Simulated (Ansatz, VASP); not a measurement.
# BaTiO3 in two plane-wave programs, part 3 of 3

Wanted: the spread between two codes on one cell, functional and k mesh. The cell is taken from a series of VASP runs on this material, whose earlier steps may have relaxed, scaled or displaced it; both programs get it as it stands.

VASP 6.6.1 and Ansatz 0.2.0.

So far, pressure fixed basis (GPa): step 4 (differences) -1.90; step 8 (band structure, job bands) -1.90.

### Step 11. Ansatz: band structure, r2SCAN, spin-orbit coupling

Level of this step: Ansatz beside VASP: Kohn-Sham DFT, plane waves, r2SCAN, spin-orbit coupling (Ansatz).

The same cell, functional, mesh and smearing now go to Ansatz, which takes its cutoff from its data sets.

The cell is taken from a series of VASP runs on this material, whose earlier steps may have relaxed, scaled or displaced it; both programs get it as it stands.

Contents of input.yaml:

```yaml
crystal:
  lattice:
    - [3.9873869246, 0.0, 0.0]
    - [0.0, 3.9873869246, 0.0]
    - [0.0, 0.0, 4.1187101708]
  atoms:
    - { symbol: Ba, position: [0.0, 0.0, 0.0066704939] }
    - { symbol: Ti, position: [0.5, 0.5, 0.5251820461] }
    - { symbol: O, position: [0.5, 0.5, 0.9706868149] }
    - { symbol: O, position: [0.5, 0.0, 0.4872303225] }
    - { symbol: O, position: [0.0, 0.5, 0.4872303225] }
hamiltonian:
  xc: r2scan
  pseudopotentials: { kind: paw_fr }
magnetization:
  noncollinear: true
  spin_orbit: true
kpoints:
  mp_grid: { grid: [4, 4, 4] }
  band_path:
    path:
      - [0.0, 0.0, 0.0]
      - [0.0, 0.13333, 0.0]
      - [0.0, 0.3, 0.0]
      - [0.0, 0.46667, 0.0]
      - [0.1, 0.5, 0.0]
      - [0.26667, 0.5, 0.0]
      - [0.43333, 0.5, 0.0]
      - [0.43333, 0.43333, 0.0]
      - [0.26667, 0.26667, 0.0]
      - [0.1, 0.1, 0.0]
      - [0.0, 0.0, 0.03333]
      - [0.0, 0.0, 0.2]
      - [0.0, 0.0, 0.36667]
      - [0.0, 0.0, 0.5]
      - [0.0, 0.16667, 0.5]
      - [0.0, 0.3, 0.5]
      - [0.0, 0.46667, 0.5]
      - [0.1, 0.5, 0.5]
      - [0.26667, 0.5, 0.5]
      - [0.43333, 0.5, 0.5]
      - [0.5, 0.5, 0.5]
      - [0.43333, 0.43333, 0.5]
      - [0.26667, 0.26667, 0.5]
      - [0.1, 0.1, 0.5]
      - [0.0, 0.5, 0.03333]
      - [0.0, 0.5, 0.2]
      - [0.0, 0.5, 0.36667]
      - [0.5, 0.5, 0.0]
      - [0.5, 0.5, 0.16667]
      - [0.5, 0.5, 0.33333]
      - [0.5, 0.5, 0.5]
    npoints: 1
scf:
  occupations: { method: gaussian, width: 0.05 }
  n_extra_bands: 16
output:
  forces: true
  stress: true
  eigenvalues: true
```

Launch:

```
$ ansatz run input.yaml --threads 2 --pin off --max-ram 4608MiB --backend cpu --events-out ev --progress --plain --runs-dir out
```

Numbers of over 12 decimals in the logs are rounded to 6 here.

What it wrote:

```text
[...]
non-collinear run that drives no moment, with spin-orbit: no starting moment large enough to seed its density (crystal.atoms[].spin), no starting occupations that ask for one, no magnetisation constraint and no magnetic field, so the semilocal B_xc is pinned to zero
Crystal: 5 atoms, lattice volume = 65.484 Å³
[...]
k-point 1: bands = [... 36 lower, 9.2332, 9.2332, 9.2857, 9.2857, 12.0951, 12.0951, 13.0919, 13.0919, ... 12 higher]
  k-point 2: bands = [... 36 lower, 9.1084, 9.1084, 9.1445, 9.1445, 12.1476, 12.1476, 13.6735, 13.6735, ... 12 higher]
  k-point 17: bands = [... 36 lower, 9.5411, 9.5411, 9.8517, 9.8517, 14.2868, 14.2868, 14.2953, 14.2953, ... 12 higher]
[key lines of the parts left out:]
SCF converged after 10 iterations
Magnetization: |M| = 0.0000 μB,  M = (+0.0000, +0.0000, +0.0000) μB
Free energy (F): -10169.535753 eV
Fermi energy:    10.947817 eV
P = ⅓ Tr σ = -1.8249 GPa (-18.249 kbar)
```

Run time: 73 s. Hardware: 2 threads of Arm Neoverse N1, shared host; peak memory 0.79 GiB.

### Step 12. Side by side

What differs besides the data sets and the points named for the pairs above, as far as they apply: spin-orbit coupling enters by fully relativistic files in Ansatz and inside the spheres in VASP. Total energies have different zeros and are not compared.

Both answers:

```csv
quantity,Ansatz,VASP,difference
pressure (GPa),-1.82,0.07,-1.89
pressure without Ansatz's Pulay correction (GPa),-1.89,0.07,-1.96
gap over the path points (eV),2.192,2.174,+0.018
```

Levels at points of the path, from each program's valence-band top (eV; 8 filled, then empty):

| k (reciprocal lattice) | Ansatz | VASP |
| --- | --- | --- |
| 0.000 0.000 0.000 | -1.30 -1.30 -0.67 -0.67 -0.48 -0.48 -0.42 -0.42 2.19 2.19 2.62 2.62 2.64 2.64 | -1.29 -1.29 -0.70 -0.70 -0.51 -0.51 -0.45 -0.45 2.17 2.17 2.60 2.60 2.62 2.62 |
| 0.000 0.133 0.000 | -1.37 -1.36 -0.94 -0.87 -0.68 -0.63 -0.56 -0.52 2.50 2.51 2.65 2.66 2.72 2.73 | -1.36 -1.35 -0.97 -0.90 -0.71 -0.66 -0.59 -0.55 2.48 2.49 2.64 2.65 2.70 2.71 |
| 0.000 0.300 0.000 | -1.68 -1.67 -1.46 -1.45 -1.07 -1.06 -0.93 -0.90 2.67 2.68 3.33 3.34 3.35 3.37 | -1.70 -1.70 -1.49 -1.48 -1.10 -1.09 -0.96 -0.94 2.66 2.67 3.32 3.33 3.35 3.36 |
| 0.000 0.467 0.000 | -1.92 -1.92 -1.67 -1.67 -1.31 -1.31 -1.13 -1.13 2.71 2.71 3.82 3.82 3.90 3.90 | -1.94 -1.93 -1.70 -1.69 -1.35 -1.35 -1.17 -1.17 2.71 2.71 3.82 3.82 3.89 3.90 |
| 0.100 0.500 0.000 | -1.73 -1.71 -1.63 -1.61 -1.27 -1.25 -1.04 -1.01 2.73 2.75 3.85 3.86 3.92 3.93 | -1.75 -1.74 -1.67 -1.65 -1.30 -1.28 -1.08 -1.05 2.73 2.75 3.85 3.86 3.92 3.92 |
| 0.267 0.500 0.000 | -1.84 -1.83 -1.48 -1.45 -1.19 -1.17 -0.44 -0.43 3.22 3.25 3.93 3.94 4.04 4.05 | -1.87 -1.87 -1.52 -1.49 -1.23 -1.21 -0.47 -0.46 3.21 3.24 3.92 3.93 4.03 4.04 |
| 0.433 0.500 0.000 | -1.95 -1.95 -1.18 -1.17 -1.05 -1.05 -0.07 -0.07 3.86 3.87 3.95 3.95 4.30 4.30 | -1.98 -1.98 -1.21 -1.20 -1.08 -1.08 -0.10 -0.10 3.85 3.86 3.94 3.94 4.29 4.29 |
| 0.433 0.433 0.000 | -1.93 -1.92 -1.22 -1.21 -1.07 -1.06 -0.10 -0.10 3.82 3.84 3.90 3.90 4.26 4.26 | -1.96 -1.96 -1.25 -1.24 -1.10 -1.09 -0.13 -0.13 3.81 3.83 3.89 3.89 4.25 4.25 |
| 0.267 0.267 0.000 | -2.10 -2.10 -1.21 -1.20 -1.09 -1.07 -0.50 -0.50 3.08 3.11 3.35 3.36 3.57 3.58 | -2.14 -2.14 -1.22 -1.21 -1.12 -1.11 -0.53 -0.53 3.06 3.10 3.34 3.35 3.56 3.57 |
| 0.100 0.100 0.000 | -1.31 -1.29 -1.12 -1.05 -0.63 -0.55 -0.50 -0.49 2.50 2.52 2.66 2.67 2.70 2.72 | -1.29 -1.28 -1.15 -1.08 -0.66 -0.58 -0.53 -0.52 2.48 2.50 2.65 2.65 2.69 2.70 |

At this near-relaxed geometry the largest component of a force difference is 153 meV/Å. Among the levels compared at these points, filled levels agree within 52 meV and empty ones within 20 meV. Ansatz's pressure holds a Pulay correction of 0.06 GPa; VASP's holds none.

### Step 13. What the set-up changes

Further runs change the set-up of one program: Ansatz's method, potentials or start, or VASP's data sets, cutoff or form of LDA. The table gives Ansatz less VASP for each quantity, since a change that brings one quantity closer may part another.

```csv
run,r.m.s. force difference (meV/Å),pressure (GPa),gap over the path points (eV),pressure without Ansatz's Pulay correction (GPa)
as above,56,-1.9,0.018,-2.0
cores kept as stored,57,-1.9,0.018,-2.0
Ansatz's larger PAW set (cutoff 910 eV),60,-1.9,0.011,
norm-conserving potentials (cutoff 1260 eV),59,-2.2,0.028,-2.2
```

### Step 14. Results

| Quantity | Value |
| --- | --- |
| r.m.s. force difference (single point, r2SCAN) | 57 meV/Å |
| difference in pressure (single point, r2SCAN) | -1.9 GPa |
| r.m.s. force difference (band structure, r2SCAN) | 57 meV/Å |
| difference in pressure (band structure, r2SCAN) | -1.9 GPa |
| r.m.s. force difference (band structure, r2SCAN, spin-orbit coupling) | 56 meV/Å |
| difference in pressure (band structure, r2SCAN, spin-orbit coupling) | -1.9 GPa |

What this shows: The r.m.s. force difference is 57 meV/Å (single point, r2SCAN), beyond the 12 meV/Å picked in this series as the mark of a large difference. By the marks of this series, far apart in the single point, r2SCAN pair: the r.m.s. force difference, 57 meV/Å and the difference in pressure, -1.9 GPa. Single point, r2SCAN, Ansatz's larger PAW set (cutoff 910 eV): the difference in gap on the k mesh goes from -0.012 to -0.018 eV. By the marks of this series, far apart in the band structure, r2SCAN pair: the r.m.s. force difference, 57 meV/Å and the difference in pressure, -1.9 GPa. Band structure, r2SCAN, Ansatz's larger PAW set (cutoff 910 eV): the difference in gap over the path points goes from 0.017 to 0.011 eV. By the marks of this series, far apart in the band structure, r2SCAN, spin-orbit coupling pair: the r.m.s. force difference, 56 meV/Å and the difference in pressure, -1.9 GPa. 3 further runs of this series are not shown here. Such differences can come from data sets, numerical settings and the points named under the comparisons, not from the functional's error against experiment.

[Lines on the potential files, build, host, timing and source positions are cut from VASP's logs without a mark.]

[Logs are printed without paths, hosts, clocks, repeated set-up lines and the standing remarks that a program may print on its own settings, such as how far it seeks lower states.]

[Hosts, paths, dates, database ids (printed as entryN), source tags and the programs' standing remarks are cut or masked in the printed files.]
